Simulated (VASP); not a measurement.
Input of a VASP 6.6.1 run:

INCAR

```
SYSTEM = C
ALGO = Fast
EDIFF = 1E-7
EDIFFG = -0.004
ENCUT = 600
GGA = PE
IBRION = 2
ISIF = 3
ISMEAR = 0
LASPH = .True.
LCHARG = .False.
LREAL = .False.
LWAVE = .False.
NELM = 100
NSW = 80
PREC = Accurate
SIGMA = 0.02
```

File KPOINTS:

```
k-points
0
Gamma
  12 12 12
  0 0 0
```

POSCAR

```
C
1.0
    0.0000000000      1.7833700000      1.7833700000
    1.7833700000      0.0000000000      1.7833700000
    1.7833700000      1.7833700000      0.0000000000
C
2
Direct
    0.0000000000      0.0000000000      0.0000000000
    0.2500000000      0.2500000000      0.2500000000
```

Potentials or basis: VASP PAW PBE potentials, release 64 (C).

Command:

```bash
$ cat potpaw_PBE.64/C/POTCAR > POTCAR
$ mpirun -np 1 vasp_std > vasp.out
```

**Question.** Estimate the space group after relaxing (to 0.05 Å).

**Answer.** Fd-3m (No. 227).

**Question.** Estimate the relaxed volume.

**Answer.** 5.69 Å³/atom.

**Question.** Predict the relaxed cell.

**Answer.** a = 2.525 Å, b = 2.525 Å, c = 2.525 Å, α = 60.00°, β = 60.00°, γ = 60.00°.

**Question.** Estimate the band gap on the k mesh.

**Answer.** 4.14 eV, indirect (least direct gap 5.58 eV).

The path:
```tsv
step	energy change (eV)	largest force (eV/Å)	pressure (GPa)	volume (Å³)
1	0.0000	0.0000	1.78	11.34
2	0.0001	0.0000	-2.15	11.45
3	-0.0003	0.0000	0.01	11.39
```

A k mesh can miss the band edges. PBE usually gives volumes a little too large and moduli too small.
